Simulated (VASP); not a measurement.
OSZICAR of a VASP run on WI$_{2}$O$_{2}$ (space group Immm):

### OSZICAR
```
       N       E                     dE             d eps       ncg     rms          rms(c)
DAV:   1     0.287929002152E+03    0.28793E+03   -0.17146E+04  1416   0.128E+03
DAV:   2    -0.173654834219E+02   -0.30529E+03   -0.30091E+03  1576   0.334E+02
DAV:   3    -0.397147197877E+02   -0.22349E+02   -0.22242E+02  1704   0.924E+01
DAV:   4    -0.400994029372E+02   -0.38468E+00   -0.38453E+00  1624   0.130E+01
DAV:   5    -0.401059781919E+02   -0.65753E-02   -0.65746E-02  1712   0.153E+00    0.399E+01
DAV:   6    -0.349167111981E+02    0.51893E+01   -0.42679E+01  1544   0.428E+01    0.124E+01
DAV:   7    -0.343887346291E+02    0.52798E+00   -0.98125E+00  1512   0.208E+01    0.121E+01
DAV:   8    -0.339689261270E+02    0.41981E+00   -0.23061E+00  1520   0.881E+00    0.196E+00
DAV:   9    -0.339606259520E+02    0.83002E-02   -0.75849E-02  1448   0.165E+00    0.572E-01
DAV:  10    -0.339593166802E+02    0.13093E-02   -0.99387E-03  1544   0.743E-01    0.339E-01
DAV:  11    -0.339592936351E+02    0.23045E-04   -0.30344E-04  1560   0.122E-01    0.295E-01
DAV:  12    -0.339592878002E+02    0.58349E-05   -0.62361E-04  1592   0.164E-01    0.518E-02
DAV:  13    -0.339592809854E+02    0.68148E-05   -0.50430E-05  1480   0.552E-02    0.278E-02
DAV:  14    -0.339592835302E+02   -0.25447E-05   -0.94133E-06  1536   0.191E-02    0.147E-02
DAV:  15    -0.339592855973E+02   -0.20671E-05   -0.48267E-06  1272   0.155E-02    0.385E-03
DAV:  16    -0.339592857586E+02   -0.16132E-06   -0.64833E-07   648   0.530E-03
   1 F= -.33959286E+02 E0= -.33956756E+02  d E =-.505887E-02
```

Q: Which electronic solver shows in the log?

A: It is blocked Davidson (ALGO = Normal, or the opening steps of other solvers). The INCAR had ALGO = Normal.

Q: Can the final energy be trusted as converged?

A: The calculation finished and met its thresholds. It stopped with EDIFF = 1E-6, NELM = 100 (PBEsol GGA, plane waves, VASP's PBE PAW potentials (set 64)).

The structure comes from a measured WI2O2 entry of the Crystallography Open Database, whose conditions weren't checked. The cell was not relaxed at this level. The k-mesh is coarse (spacing up to 0.46 per Å, 2π included), so the numbers may not be converged in it.
